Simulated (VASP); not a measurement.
Here is the system:

```
Ge
1.0
    0.00000     2.82900     2.82900
    2.82900     0.00000     2.82900
    2.82900     2.82900     0.00000
Ge
2
Direct
  0.00000   0.00000   0.00000
  0.25000   0.25000   0.25000
```

All values below come from MS2 meta-GGA, VASP's PBE PAW potentials (set 64) (plane waves; VASP 6.6.1). Settings: 520 eV cut-off, 7×7×7 Γ-centred mesh, Gaussian smearing of 0.050 eV, potentials Ge_d.

Problem. The ions, cell shape and volume are relaxed. What does this cell relax into?

Solution. 
```
Ge
1.0
    0.00000     2.81889     2.81889
    2.81889     0.00000     2.81889
    2.81889     2.81889     0.00000
Ge
2
Direct
  0.00000   0.00000   0.00000
  0.25000   0.25000   0.25000
```
Space group Fd-3m (227), at a tolerance of 0.03 Å.

Problem. How do energy and volume change from the first to the last step?

Solution. The energy (σ→0) changes by -0.9 meV/atom and the volume by -1.1 %, in 4 ionic steps.

The compound is Ge in the diamond structure. This run relaxes it. Symmetry was kept, so distortions that lower it aren't found.
